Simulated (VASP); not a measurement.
Consider the following.

```
CELL_PARAMETERS angstrom
     -1.63324     1.63324     1.63324
      1.63324    -1.63324     1.63324
      1.63324     1.63324    -1.63324
ATOMIC_POSITIONS crystal
  Nb 0.00000 0.00000 0.00000
```

These are PBEsol GGA, VASP's PBE PAW potentials (set 64) (plane waves; VASP 6.6.1) values and carry that method's errors. Numerical set-up: 480 eV cut-off, 14×14×14 Γ-centred mesh, first-order Methfessel-Paxton smearing of 0.10 eV, potentials Nb_sv.

Stress in GPa, positive for a compressed cell; the cube axes lie along x, y and z, and the ions stay on their sites.

```csv
strain,σxx,σyy,σzz
none,0.43,0.43,0.43
εzz = -0.5 %,1.12,1.12,1.75
εxx = -1.5 %,4.52,2.56,2.56
"εxx = -1.0 %, εzz = -1.0 %",4.61,3.36,4.61
```

Problem. Fit C11 and C12 to these rows, and predict the stress for εxx = -4.0 %, εzz = -4.0 %.

Solution. Least squares on Δσ_i = −C11 ε_i − C12 (ε_j + ε_k) over all components shown gives C11 = 273 GPa and C12 = 144 GPa, and so σxx, σyy, σzz = 17.10, 11.95, 17.10 GPa. The run gave 20.03, 13.08, 20.03 GPa; the difference holds the non-linear terms and numerical noise.

Left out are shears, moved atoms, failed runs and, from the fit, strains over 2.5 %.

The compound is Nb in the bcc structure.
